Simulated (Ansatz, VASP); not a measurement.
**LiB7: VASP beside Ansatz**

```
CELL_PARAMETERS angstrom
2.95515 0.00000 0.00000
-1.47758 2.55924 0.00000
0.00000 0.00000 7.59569
ATOMIC_POSITIONS crystal
Li 0.66667 0.33333 0.50000
B 0.00000 0.00000 0.73415
B 0.00000 0.00000 0.00000
B 0.00000 0.00000 0.26585
B 0.33333 0.66667 0.70471
B 0.33333 0.66667 0.29529
B 0.66667 0.33333 0.89325
B 0.66667 0.33333 0.10675
```

Change from the starting cell: ordered superstructure of omega with vacancies (P-6m2, No. 187).

Alike in both runs: task relaxation of cell and atoms; functional PBE; k mesh 12 × 12 × 6; occupations gaussian, width 0.1 eV; no spin polarisation.

```csv
,VASP,Ansatz
version,VASP 6.6.1,Ansatz 0.2.0
potentials or method,"VASP PAW PBE potentials, release 64 (Li_sv, B)","scalar-relativistic, plane waves, PAW"
plane-wave cutoff (eV),600,420
valence electrons in the cell,24,24
```

VASP gave:

```
gap on the k mesh at the Fermi level, each at its own relaxed structure (eV) : none
relaxed volume (Å³/atom)                                                     : 7.30
relaxed cell length with the largest relative difference (Å)                 : 7.787
energy change over the relaxation (meV/atom)                                 : -2
```

Question: What did Ansatz give for the same quantities?

Answer: gap on the k mesh at the Fermi level, each at its own relaxed structure (eV): none; relaxed volume (Å³/atom): 7.31; relaxed cell length with the largest relative difference (Å): 7.789; energy change over the relaxation (meV/atom): -2.

A gap of «none» marks a metal or a gap that the smearing closes.

Caveats: the cutoff is under 1.25 times the usual one of these potentials, so pressure, stress and relaxed cells hold a basis-set (Pulay) error (VASP).
